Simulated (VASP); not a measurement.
## Si2Ni: relaxation of cell and atoms with LDA

Si2Ni:

```
CELL_PARAMETERS angstrom
0.00000 2.70300 2.70300
2.70300 0.00000 2.70300
2.70300 2.70300 0.00000
ATOMIC_POSITIONS crystal
Si 0.25000 0.25000 0.25000
Si 0.75000 0.75000 0.75000
Ni 0.00000 0.00000 0.00000
```

```yaml
Program: VASP 6.6.1
Task: relaxation of cell and atoms
Functional: LDA
Potentials_or_basis: VASP PAW LDA potentials, release 64 (Si, Ni)
Cutoff: 600 eV
k_mesh: 12 × 12 × 12
Occupations: methfessel-paxton, width 0.1 eV
Spin: no spin polarisation
Further_INCAR_settings: ALGO = Normal; EDIFF = 1e-06; IBRION = 2; EDIFFG = -0.01; NSW = 90; ISIF = 3
```

```yaml
Relaxed_volume: 12.76 Å³/atom
Relaxed_cell: a = 3.783 Å, b = 3.783 Å, c = 3.783 Å, α = 60.00°, β = 60.00°, γ = 60.00°
Space_group_after_relaxing_to_0.05_Å: Fm-3m (No. 225)
Energy_gained_by_relaxing: 6.3 meV/atom
Ionic_steps: 3
Pressure_after_relaxing: 0.0 GPa
Band_gap_on_the_k_mesh: none (metal or under the smearing width)
```

Step by step:
```tsv
step	energy change (eV)	largest force (eV/Å)	pressure (GPa)	volume (Å³)
1	0.0000	0.0000	-4.89	39.50
2	-0.0034	0.0000	5.00	37.24
3	-0.0189	0.0000	-0.04	38.29
```

Final structure:
```cif
data_structure
_symmetry_space_group_name_H-M 'P 1'
_symmetry_Int_Tables_number 1
_cell_length_a 3.7831
_cell_length_b 3.7831
_cell_length_c 3.7831
_cell_angle_alpha 60.000
_cell_angle_beta 60.000
_cell_angle_gamma 60.000
_cell_volume 38.29
loop_
_atom_site_label
_atom_site_type_symbol
_atom_site_fract_x
_atom_site_fract_y
_atom_site_fract_z
_atom_site_occupancy
Si1 Si 0.25000 0.25000 0.25000 1
Si2 Si 0.75000 0.75000 0.75000 1
Ni1 Ni 0.00000 0.00000 0.00000 1
```

Levels at points of the mesh, in eV from the Fermi level:
| k point | band 7 | band 8 | band 9 | band 10 | band 11 | band 12 |
| --- | --- | --- | --- | --- | --- | --- |
| (0.00, 0.00, 0.00) | -0.12 | 1.76 | 1.76 | 1.76 | 2.25 | 2.25 |
| (0.50, 0.00, 0.00) | -3.52 | -1.49 | -1.49 | 1.79 | 1.84 | 1.84 |
| (0.50, 0.50, 0.00) | -3.82 | -3.61 | -3.28 | -0.41 | 1.33 | 7.79 |

It took 90 s on 1 thread of Intel(R) Xeon(R) Platinum 8259CL CPU @ 2.50GHz (Skylake/Cascade Lake), with other jobs on the host, peak memory 0.19 GiB.

Spin polarisation is off, so any magnetic state and its effect on volume and gap are missing. LDA usually gives volumes a few per cent too small.
